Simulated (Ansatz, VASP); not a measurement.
**Ge (Germanium) in two plane-wave programs**

Wanted: the spread between two codes on one cell, functional and k mesh. The cell is taken from a series of runs on this material, whose earlier steps may have relaxed, scaled, displaced or heated it; both programs get it as it stands.

Method: plane waves, with VASP 6.6.1 beside it; zone-centre phonons at PBEsol, in Ansatz 0.2.0.

### Step 1. The starting structure

It takes space group I4_1/amd (No. 141, tetragonal). The conventional cell has a = 3.893 Å, b = 3.893 Å, c = 5.803 Å, α = 90.00°, β = 90.00°, γ = 90.00°. Ge has 4 Ge at 2.43 Å nearest.

### Step 2. VASP: zone-centre phonons, PBEsol

Second derivatives magnify differences that forces hide, and they need a tight electronic threshold.

Lines of VASP's logs that name or quote its potential files are left out, and so is its time.

Input file INCAR:

```
SYSTEM = Ge
PREC = Accurate
ENCUT = 500
EDIFF = 1E-08
NELM = 120
ISMEAR = 0
SIGMA = 0.015
LREAL = .FALSE.
ALGO = Normal
GGA = PS
NBANDS = 20
LORBIT = 11
LWAVE = .FALSE.
LCHARG = .FALSE.
ISIF = 2
ISYM = 2
IBRION = 8
LASPH = .TRUE.
GGA_COMPAT = .FALSE.
KPAR = 2
```

Input file POSCAR:

```
Ge
1.0
    0.0000000000      2.7526390693      2.9015561824
    2.7526390693      0.0000000000      2.9015561824
    2.7526390693      2.7526390693      0.0000000000
Ge
2
Direct
    0.4999693415      0.4999693415      0.4999999193
    0.7500306585      0.7500306585      0.7500000807
```

Input file KPOINTS:

```
Points of the shifted mesh
1728
Reciprocal
 0.0416666667  0.0416666667  0.0416666667 1
 0.0416666667  0.0416666667  0.1250000000 1
 0.0416666667  0.0416666667  0.2083333333 1
 0.0416666667  0.0416666667  0.2916666667 1
 0.0416666667  0.0416666667  0.3750000000 1
 0.0416666667  0.0416666667  0.4583333333 1
 0.0416666667  0.0416666667  0.5416666667 1
 0.0416666667  0.0416666667  0.6250000000 1
 0.0416666667  0.0416666667  0.7083333333 1
 0.0416666667  0.0416666667  0.7916666667 1
 0.0416666667  0.0416666667  0.8750000000 1
 0.0416666667  0.0416666667  0.9583333333 1
 0.0416666667  0.1250000000  0.0416666667 1
 0.0416666667  0.1250000000  0.1250000000 1
 0.0416666667  0.1250000000  0.2083333333 1
 0.0416666667  0.1250000000  0.2916666667 1
 0.0416666667  0.1250000000  0.3750000000 1
 0.0416666667  0.1250000000  0.4583333333 1
 0.0416666667  0.1250000000  0.5416666667 1
 0.0416666667  0.1250000000  0.6250000000 1
 0.0416666667  0.1250000000  0.7083333333 1
 0.0416666667  0.1250000000  0.7916666667 1
 0.0416666667  0.1250000000  0.8750000000 1
 0.0416666667  0.1250000000  0.9583333333 1
 0.0416666667  0.2083333333  0.0416666667 1
 0.0416666667  0.2083333333  0.1250000000 1
 0.0416666667  0.2083333333  0.2083333333 1
 0.0416666667  0.2083333333  0.2916666667 1
 0.0416666667  0.2083333333  0.3750000000 1
 0.0416666667  0.2083333333  0.4583333333 1
 0.0416666667  0.2083333333  0.5416666667 1
 0.0416666667  0.2083333333  0.6250000000 1
 0.0416666667  0.2083333333  0.7083333333 1
 0.0416666667  0.2083333333  0.7916666667 1
 0.0416666667  0.2083333333  0.8750000000 1
 0.0416666667  0.2083333333  0.9583333333 1
 0.0416666667  0.2916666667  0.0416666667 1
 0.0416666667  0.2916666667  0.1250000000 1
 0.0416666667  0.2916666667  0.2083333333 1
 0.0416666667  0.2916666667  0.2916666667 1
 0.0416666667  0.2916666667  0.3750000000 1
 0.0416666667  0.2916666667  0.4583333333 1
 0.0416666667  0.2916666667  0.5416666667 1
 0.0416666667  0.2916666667  0.6250000000 1
 0.0416666667  0.2916666667  0.7083333333 1
 0.0416666667  0.2916666667  0.7916666667 1
 0.0416666667  0.2916666667  0.8750000000 1
 0.0416666667  0.2916666667  0.9583333333 1
 0.0416666667  0.3750000000  0.0416666667 1
 0.0416666667  0.3750000000  0.1250000000 1
 0.0416666667  0.3750000000  0.2083333333 1
 0.0416666667  0.3750000000  0.2916666667 1
 0.0416666667  0.3750000000  0.3750000000 1
 0.0416666667  0.3750000000  0.4583333333 1
 0.0416666667  0.3750000000  0.5416666667 1
 0.0416666667  0.3750000000  0.6250000000 1
 0.0416666667  0.3750000000  0.7083333333 1
 0.0416666667  0.3750000000  0.7916666667 1
 0.0416666667  0.3750000000  0.8750000000 1
 0.0416666667  0.3750000000  0.9583333333 1
 0.0416666667  0.4583333333  0.0416666667 1
 0.0416666667  0.4583333333  0.1250000000 1
 0.0416666667  0.4583333333  0.2083333333 1
 0.0416666667  0.4583333333  0.2916666667 1
 0.0416666667  0.4583333333  0.3750000000 1
 0.0416666667  0.4583333333  0.4583333333 1
 0.0416666667  0.4583333333  0.5416666667 1
 0.0416666667  0.4583333333  0.6250000000 1
 0.0416666667  0.4583333333  0.7083333333 1
 0.0416666667  0.4583333333  0.7916666667 1
 0.0416666667  0.4583333333  0.8750000000 1
 0.0416666667  0.4583333333  0.9583333333 1
 0.0416666667  0.5416666667  0.0416666667 1
 0.0416666667  0.5416666667  0.1250000000 1
 0.0416666667  0.5416666667  0.2083333333 1
 0.0416666667  0.5416666667  0.2916666667 1
 0.0416666667  0.5416666667  0.3750000000 1
 0.0416666667  0.5416666667  0.4583333333 1
 0.0416666667  0.5416666667  0.5416666667 1
 0.0416666667  0.5416666667  0.6250000000 1
 0.0416666667  0.5416666667  0.7083333333 1
 0.0416666667  0.5416666667  0.7916666667 1
 0.0416666667  0.5416666667  0.8750000000 1
 0.0416666667  0.5416666667  0.9583333333 1
 0.0416666667  0.6250000000  0.0416666667 1
 0.0416666667  0.6250000000  0.1250000000 1
 0.0416666667  0.6250000000  0.2083333333 1
 0.0416666667  0.6250000000  0.2916666667 1
 0.0416666667  0.6250000000  0.3750000000 1
 0.0416666667  0.6250000000  0.4583333333 1
 0.0416666667  0.6250000000  0.5416666667 1
 0.0416666667  0.6250000000  0.6250000000 1
 0.0416666667  0.6250000000  0.7083333333 1
 0.0416666667  0.6250000000  0.7916666667 1
 0.0416666667  0.6250000000  0.8750000000 1
 0.0416666667  0.6250000000  0.9583333333 1
 0.0416666667  0.7083333333  0.0416666667 1
 0.0416666667  0.7083333333  0.1250000000 1
 0.0416666667  0.7083333333  0.2083333333 1
 0.0416666667  0.7083333333  0.2916666667 1
 0.0416666667  0.7083333333  0.3750000000 1
 0.0416666667  0.7083333333  0.4583333333 1
 0.0416666667  0.7083333333  0.5416666667 1
 0.0416666667  0.7083333333  0.6250000000 1
 0.0416666667  0.7083333333  0.7083333333 1
 0.0416666667  0.7083333333  0.7916666667 1
 0.0416666667  0.7083333333  0.8750000000 1
 0.0416666667  0.7083333333  0.9583333333 1
 0.0416666667  0.7916666667  0.0416666667 1
 0.0416666667  0.7916666667  0.1250000000 1
 0.0416666667  0.7916666667  0.2083333333 1
 0.0416666667  0.7916666667  0.2916666667 1
[... 1390 lines left out ...]
 0.8750000000  0.4583333333  0.1250000000 1
 0.8750000000  0.4583333333  0.2083333333 1
 0.8750000000  0.4583333333  0.2916666667 1
 0.8750000000  0.4583333333  0.3750000000 1
 0.8750000000  0.4583333333  0.4583333333 1
 0.8750000000  0.4583333333  0.5416666667 1
 0.8750000000  0.4583333333  0.6250000000 1
 0.8750000000  0.4583333333  0.7083333333 1
 0.8750000000  0.4583333333  0.7916666667 1
 0.8750000000  0.4583333333  0.8750000000 1
 0.8750000000  0.4583333333  0.9583333333 1
 0.8750000000  0.5416666667  0.0416666667 1
 0.8750000000  0.5416666667  0.1250000000 1
 0.8750000000  0.5416666667  0.2083333333 1
 0.8750000000  0.5416666667  0.2916666667 1
 0.8750000000  0.5416666667  0.3750000000 1
 0.8750000000  0.5416666667  0.4583333333 1
 0.8750000000  0.5416666667  0.5416666667 1
 0.8750000000  0.5416666667  0.6250000000 1
 0.8750000000  0.5416666667  0.7083333333 1
 0.8750000000  0.5416666667  0.7916666667 1
 0.8750000000  0.5416666667  0.8750000000 1
 0.8750000000  0.5416666667  0.9583333333 1
 0.8750000000  0.6250000000  0.0416666667 1
 0.8750000000  0.6250000000  0.1250000000 1
 0.8750000000  0.6250000000  0.2083333333 1
 0.8750000000  0.6250000000  0.2916666667 1
 0.8750000000  0.6250000000  0.3750000000 1
 0.8750000000  0.6250000000  0.4583333333 1
 0.8750000000  0.6250000000  0.5416666667 1
 0.8750000000  0.6250000000  0.6250000000 1
 0.8750000000  0.6250000000  0.7083333333 1
 0.8750000000  0.6250000000  0.7916666667 1
 0.8750000000  0.6250000000  0.8750000000 1
 0.8750000000  0.6250000000  0.9583333333 1
 0.8750000000  0.7083333333  0.0416666667 1
 0.8750000000  0.7083333333  0.1250000000 1
 0.8750000000  0.7083333333  0.2083333333 1
 0.8750000000  0.7083333333  0.2916666667 1
 0.8750000000  0.7083333333  0.3750000000 1
 0.8750000000  0.7083333333  0.4583333333 1
 0.8750000000  0.7083333333  0.5416666667 1
 0.8750000000  0.7083333333  0.6250000000 1
 0.8750000000  0.7083333333  0.7083333333 1
 0.8750000000  0.7083333333  0.7916666667 1
 0.8750000000  0.7083333333  0.8750000000 1
 0.8750000000  0.7083333333  0.9583333333 1
 0.8750000000  0.7916666667  0.0416666667 1
 0.8750000000  0.7916666667  0.1250000000 1
 0.8750000000  0.7916666667  0.2083333333 1
 0.8750000000  0.7916666667  0.2916666667 1
 0.8750000000  0.7916666667  0.3750000000 1
 0.8750000000  0.7916666667  0.4583333333 1
 0.8750000000  0.7916666667  0.5416666667 1
 0.8750000000  0.7916666667  0.6250000000 1
 0.8750000000  0.7916666667  0.7083333333 1
 0.8750000000  0.7916666667  0.7916666667 1
 0.8750000000  0.7916666667  0.8750000000 1
 0.8750000000  0.7916666667  0.9583333333 1
 0.8750000000  0.8750000000  0.0416666667 1
 0.8750000000  0.8750000000  0.1250000000 1
 0.8750000000  0.8750000000  0.2083333333 1
 0.8750000000  0.8750000000  0.2916666667 1
 0.8750000000  0.8750000000  0.3750000000 1
 0.8750000000  0.8750000000  0.4583333333 1
 0.8750000000  0.8750000000  0.5416666667 1
 0.8750000000  0.8750000000  0.6250000000 1
 0.8750000000  0.8750000000  0.7083333333 1
 0.8750000000  0.8750000000  0.7916666667 1
 0.8750000000  0.8750000000  0.8750000000 1
 0.8750000000  0.8750000000  0.9583333333 1
 0.8750000000  0.9583333333  0.0416666667 1
 0.8750000000  0.9583333333  0.1250000000 1
 0.8750000000  0.9583333333  0.2083333333 1
 0.8750000000  0.9583333333  0.2916666667 1
 0.8750000000  0.9583333333  0.3750000000 1
 0.8750000000  0.9583333333  0.4583333333 1
 0.8750000000  0.9583333333  0.5416666667 1
 0.8750000000  0.9583333333  0.6250000000 1
 0.8750000000  0.9583333333  0.7083333333 1
 0.8750000000  0.9583333333  0.7916666667 1
 0.8750000000  0.9583333333  0.8750000000 1
 0.8750000000  0.9583333333  0.9583333333 1
 0.9583333333  0.0416666667  0.0416666667 1
 0.9583333333  0.0416666667  0.1250000000 1
 0.9583333333  0.0416666667  0.2083333333 1
 0.9583333333  0.0416666667  0.2916666667 1
 0.9583333333  0.0416666667  0.3750000000 1
 0.9583333333  0.0416666667  0.4583333333 1
 0.9583333333  0.0416666667  0.5416666667 1
 0.9583333333  0.0416666667  0.6250000000 1
 0.9583333333  0.0416666667  0.7083333333 1
 0.9583333333  0.0416666667  0.7916666667 1
 0.9583333333  0.0416666667  0.8750000000 1
 0.9583333333  0.0416666667  0.9583333333 1
 0.9583333333  0.1250000000  0.0416666667 1
 0.9583333333  0.1250000000  0.1250000000 1
 0.9583333333  0.1250000000  0.2083333333 1
 0.9583333333  0.1250000000  0.2916666667 1
 0.9583333333  0.1250000000  0.3750000000 1
 0.9583333333  0.1250000000  0.4583333333 1
 0.9583333333  0.1250000000  0.5416666667 1
 0.9583333333  0.1250000000  0.6250000000 1
 0.9583333333  0.1250000000  0.7083333333 1
 0.9583333333  0.1250000000  0.7916666667 1
 0.9583333333  0.1250000000  0.8750000000 1
 0.9583333333  0.1250000000  0.9583333333 1
 0.9583333333  0.2083333333  0.0416666667 1
 0.9583333333  0.2083333333  0.1250000000 1
 0.9583333333  0.2083333333  0.2083333333 1
 0.9583333333  0.2083333333  0.2916666667 1
 0.9583333333  0.2083333333  0.3750000000 1
 0.9583333333  0.2083333333  0.4583333333 1
 0.9583333333  0.2083333333  0.5416666667 1
 0.9583333333  0.2083333333  0.6250000000 1
 0.9583333333  0.2083333333  0.7083333333 1
 0.9583333333  0.2083333333  0.7916666667 1
 0.9583333333  0.2083333333  0.8750000000 1
 0.9583333333  0.2083333333  0.9583333333 1
 0.9583333333  0.2916666667  0.0416666667 1
 0.9583333333  0.2916666667  0.1250000000 1
 0.9583333333  0.2916666667  0.2083333333 1
 0.9583333333  0.2916666667  0.2916666667 1
 0.9583333333  0.2916666667  0.3750000000 1
 0.9583333333  0.2916666667  0.4583333333 1
 0.9583333333  0.2916666667  0.5416666667 1
 0.9583333333  0.2916666667  0.6250000000 1
 0.9583333333  0.2916666667  0.7083333333 1
 0.9583333333  0.2916666667  0.7916666667 1
 0.9583333333  0.2916666667  0.8750000000 1
 0.9583333333  0.2916666667  0.9583333333 1
 0.9583333333  0.3750000000  0.0416666667 1
 0.9583333333  0.3750000000  0.1250000000 1
 0.9583333333  0.3750000000  0.2083333333 1
 0.9583333333  0.3750000000  0.2916666667 1
 0.9583333333  0.3750000000  0.3750000000 1
 0.9583333333  0.3750000000  0.4583333333 1
 0.9583333333  0.3750000000  0.5416666667 1
 0.9583333333  0.3750000000  0.6250000000 1
 0.9583333333  0.3750000000  0.7083333333 1
 0.9583333333  0.3750000000  0.7916666667 1
 0.9583333333  0.3750000000  0.8750000000 1
 0.9583333333  0.3750000000  0.9583333333 1
 0.9583333333  0.4583333333  0.0416666667 1
 0.9583333333  0.4583333333  0.1250000000 1
 0.9583333333  0.4583333333  0.2083333333 1
 0.9583333333  0.4583333333  0.2916666667 1
 0.9583333333  0.4583333333  0.3750000000 1
 0.9583333333  0.4583333333  0.4583333333 1
 0.9583333333  0.4583333333  0.5416666667 1
 0.9583333333  0.4583333333  0.6250000000 1
 0.9583333333  0.4583333333  0.7083333333 1
 0.9583333333  0.4583333333  0.7916666667 1
 0.9583333333  0.4583333333  0.8750000000 1
 0.9583333333  0.4583333333  0.9583333333 1
 0.9583333333  0.5416666667  0.0416666667 1
 0.9583333333  0.5416666667  0.1250000000 1
 0.9583333333  0.5416666667  0.2083333333 1
 0.9583333333  0.5416666667  0.2916666667 1
 0.9583333333  0.5416666667  0.3750000000 1
 0.9583333333  0.5416666667  0.4583333333 1
 0.9583333333  0.5416666667  0.5416666667 1
 0.9583333333  0.5416666667  0.6250000000 1
 0.9583333333  0.5416666667  0.7083333333 1
 0.9583333333  0.5416666667  0.7916666667 1
 0.9583333333  0.5416666667  0.8750000000 1
 0.9583333333  0.5416666667  0.9583333333 1
 0.9583333333  0.6250000000  0.0416666667 1
 0.9583333333  0.6250000000  0.1250000000 1
 0.9583333333  0.6250000000  0.2083333333 1
 0.9583333333  0.6250000000  0.2916666667 1
 0.9583333333  0.6250000000  0.3750000000 1
 0.9583333333  0.6250000000  0.4583333333 1
 0.9583333333  0.6250000000  0.5416666667 1
 0.9583333333  0.6250000000  0.6250000000 1
 0.9583333333  0.6250000000  0.7083333333 1
 0.9583333333  0.6250000000  0.7916666667 1
 0.9583333333  0.6250000000  0.8750000000 1
 0.9583333333  0.6250000000  0.9583333333 1
 0.9583333333  0.7083333333  0.0416666667 1
 0.9583333333  0.7083333333  0.1250000000 1
 0.9583333333  0.7083333333  0.2083333333 1
 0.9583333333  0.7083333333  0.2916666667 1
 0.9583333333  0.7083333333  0.3750000000 1
 0.9583333333  0.7083333333  0.4583333333 1
 0.9583333333  0.7083333333  0.5416666667 1
 0.9583333333  0.7083333333  0.6250000000 1
 0.9583333333  0.7083333333  0.7083333333 1
 0.9583333333  0.7083333333  0.7916666667 1
 0.9583333333  0.7083333333  0.8750000000 1
 0.9583333333  0.7083333333  0.9583333333 1
 0.9583333333  0.7916666667  0.0416666667 1
 0.9583333333  0.7916666667  0.1250000000 1
 0.9583333333  0.7916666667  0.2083333333 1
 0.9583333333  0.7916666667  0.2916666667 1
 0.9583333333  0.7916666667  0.3750000000 1
 0.9583333333  0.7916666667  0.4583333333 1
 0.9583333333  0.7916666667  0.5416666667 1
 0.9583333333  0.7916666667  0.6250000000 1
 0.9583333333  0.7916666667  0.7083333333 1
 0.9583333333  0.7916666667  0.7916666667 1
 0.9583333333  0.7916666667  0.8750000000 1
 0.9583333333  0.7916666667  0.9583333333 1
 0.9583333333  0.8750000000  0.0416666667 1
 0.9583333333  0.8750000000  0.1250000000 1
 0.9583333333  0.8750000000  0.2083333333 1
 0.9583333333  0.8750000000  0.2916666667 1
 0.9583333333  0.8750000000  0.3750000000 1
 0.9583333333  0.8750000000  0.4583333333 1
 0.9583333333  0.8750000000  0.5416666667 1
 0.9583333333  0.8750000000  0.6250000000 1
 0.9583333333  0.8750000000  0.7083333333 1
 0.9583333333  0.8750000000  0.7916666667 1
 0.9583333333  0.8750000000  0.8750000000 1
 0.9583333333  0.8750000000  0.9583333333 1
 0.9583333333  0.9583333333  0.0416666667 1
 0.9583333333  0.9583333333  0.1250000000 1
 0.9583333333  0.9583333333  0.2083333333 1
 0.9583333333  0.9583333333  0.2916666667 1
 0.9583333333  0.9583333333  0.3750000000 1
 0.9583333333  0.9583333333  0.4583333333 1
 0.9583333333  0.9583333333  0.5416666667 1
 0.9583333333  0.9583333333  0.6250000000 1
 0.9583333333  0.9583333333  0.7083333333 1
 0.9583333333  0.9583333333  0.7916666667 1
 0.9583333333  0.9583333333  0.8750000000 1
 0.9583333333  0.9583333333  0.9583333333 1
```

PAW data sets: Ge_d (PBE family, release 64).

The run is started by

```sh
mpirun -np 2 vasp_std
```

Numbers of over 12 decimals in the logs are rounded to 6 here.

What it wrote:

```text
[banner, memory and clock lines left out]
running    2 mpi-ranks, on    1 nodes
 distrk:  each k-point on    1 cores,    2 groups
 distr:  one band on    1 cores,    1 groups

 POSCAR found type information on POSCAR Ge
 POSCAR found :  1 types and       2 ions
|                                                                             |
|               ----> ADVICE to this user running VASP <----                  |
|                                                                             |
|     You enforced a specific xc type in the INCAR file but a different       |
|     [... a line on the potential file left out ...]
|     I HOPE YOU KNOW WHAT YOU ARE DOING!                                     |
|                                                                             |

 LDA part: xc-table for (Slater+PW92), standard interpolation
 POSCAR, INCAR and KPOINTS ok, starting setup
 FFT: planning ... GRIDC
 FFT: planning ... GRID_SOFT
 FFT: planning ... GRID
 WAVECAR not read
 entering main loop
       N       E                     dE             d eps       ncg     rms          rms(c)
DAV:   1     0.181340866709E+03    0.18134E+03   -0.14594E+04 74244   0.378E+03
DAV:   2     0.152712240514E+02   -0.16607E+03   -0.16156E+03 69240   0.582E+02
DAV:   3    -0.922153016453E+01   -0.24493E+02   -0.24319E+02 78160   0.143E+02
DAV:   4    -0.999235556104E+01   -0.77083E+00   -0.77030E+00 77868   0.301E+01
DAV:   5    -0.100049013439E+02   -0.12546E-01   -0.12545E-01 77780   0.417E+00    0.338E+00
DAV:   6    -0.989243293095E+01    0.11247E+00   -0.39228E-02 89132   0.238E+00    0.192E+00
DAV:   7    -0.983909993331E+01    0.53333E-01   -0.66792E-02 72232   0.258E+00    0.157E-01
DAV:   8    -0.984015984085E+01   -0.10599E-02   -0.72466E-03 79008   0.121E+00    0.527E-02
DAV:   9    -0.984026398093E+01   -0.10414E-03   -0.22441E-04 77132   0.204E-01    0.959E-03
DAV:  10    -0.984027292423E+01   -0.89433E-05   -0.15604E-05 92728   0.379E-02    0.525E-03
DAV:  11    -0.984027406491E+01   -0.11407E-05   -0.34932E-06 92192   0.281E-02    0.130E-03
DAV:  12    -0.984027369653E+01    0.36838E-06   -0.61453E-07 92540   0.157E-02    0.320E-04
DAV:  13    -0.984027367434E+01    0.22190E-07   -0.13834E-08 62412   0.116E-03    0.188E-04
DAV:  14    -0.984027364093E+01    0.33417E-07   -0.59609E-09 44388   0.154E-03    0.215E-05
DAV:  15    -0.984027364004E+01    0.88221E-09   -0.94015E-10 39468   0.360E-04
   1 F= -.98402736E+01 E0= -.98402736E+01  d E =-.822051E-07
 Linear response reoptimize wavefunctions to high precision
DAV:   1    -0.984027364247E+01   -0.24211E-08   -0.19279E-10 43196   0.189E-04
DAV:   2    -0.984027364248E+01   -0.11823E-10   -0.45775E-11 38032   0.858E-05
 Linear response DOF=           2
 Linear response progress:
  Degree of freedom:   1/  2
       N       E                     dE             d eps       ncg     rms          rms(c)
RMM:   1    -0.186294391825E+00   -0.18629E+00    0.86725E+00 83895   0.456E+01
RMM:   2    -0.193512054882E+00   -0.72177E-02   -0.13404E-02111322   0.112E+00    0.755E-02
RMM:   3    -0.193551002798E+00   -0.38948E-04   -0.97490E-04119141   0.322E-01    0.437E-02
RMM:   4    -0.193463931971E+00    0.87071E-04   -0.64617E-05126765   0.809E-02    0.482E-03
RMM:   5    -0.193466757453E+00   -0.28255E-05   -0.35174E-06121697   0.174E-02    0.255E-03
RMM:   6    -0.193474260318E+00   -0.75029E-05   -0.23533E-07124479   0.496E-03    0.329E-04
RMM:   7    -0.193473245337E+00    0.10150E-05   -0.24054E-08127304   0.145E-03    0.196E-04
RMM:   8    -0.193471979268E+00    0.12661E-05   -0.24601E-09129329   0.518E-04    0.384E-05
RMM:   9    -0.193471906229E+00    0.73039E-07   -0.16306E-09130058   0.202E-04    0.194E-05
RMM:  10    -0.193472017923E+00   -0.11169E-06   -0.29888E-09130684   0.860E-05    0.498E-06
RMM:  11    -0.193472042960E+00   -0.25037E-07   -0.11853E-08131074   0.433E-05    0.254E-06
RMM:  12    -0.193472063032E+00   -0.20072E-07   -0.90697E-09123947   0.255E-05    0.151E-06
RMM:  13    -0.193472076549E+00   -0.13518E-07   -0.26012E-09110968   0.180E-05    0.312E-07
RMM:  14    -0.193472078989E+00   -0.24400E-08   -0.12093E-09 90621   0.143E-05    0.614E-08
 first order change of Fermi-energy   0.70715E+00
 force on displaced ion       1 direction 1 : -11.868   0.015   0.018
 Linear response progress:
  Degree of freedom:   2/  2
       N       E                     dE             d eps       ncg     rms          rms(c)
RMM:   1    -0.186826658408E+00   -0.18683E+00    0.82878E+00 83549   0.447E+01
RMM:   2    -0.194109605018E+00   -0.72829E-02   -0.13911E-02111653   0.113E+00    0.790E-02
RMM:   3    -0.194160766265E+00   -0.51161E-04   -0.98236E-04119539   0.320E-01    0.456E-02
RMM:   4    -0.194087044380E+00    0.73722E-04   -0.62807E-05127250   0.801E-02    0.463E-03
RMM:   5    -0.194088243912E+00   -0.11995E-05   -0.34034E-06122078   0.173E-02    0.252E-03
RMM:   6    -0.194093265982E+00   -0.50221E-05   -0.20373E-07123657   0.479E-03    0.283E-04
RMM:   7    -0.194092142202E+00    0.11238E-05   -0.41501E-08127139   0.147E-03    0.171E-04
RMM:   8    -0.194090784085E+00    0.13581E-05    0.71261E-10128111   0.542E-04    0.395E-05
RMM:   9    -0.194090738766E+00    0.45319E-07   -0.34653E-09130002   0.218E-04    0.199E-05
RMM:  10    -0.194090878730E+00   -0.13996E-06   -0.34907E-09130374   0.930E-05    0.596E-06
RMM:  11    -0.194090912143E+00   -0.33413E-07   -0.12744E-08132680   0.469E-05    0.261E-06
RMM:  12    -0.194090934750E+00   -0.22608E-07   -0.55303E-09125154   0.278E-05    0.113E-06
RMM:  13    -0.194090942292E+00   -0.75416E-08   -0.33491E-09103322   0.195E-05    0.358E-07
 first order change of Fermi-energy   0.30660E+01
 force on displaced ion       1 direction 3 :   0.017   0.017 -12.201
 Linear response finished
```

(Part 1 of 2 ends here.)

[Lines on the potential files, build, host, timing and source positions are cut from VASP's logs without a mark.]

[Logs are printed without paths, hosts, clocks, repeated set-up lines and the standing remarks that a program may print on its own settings, such as how far it seeks lower states.]

[Hosts, paths, dates, database ids (printed as entryN), source tags and the programs' standing remarks are cut or masked in the printed files.]
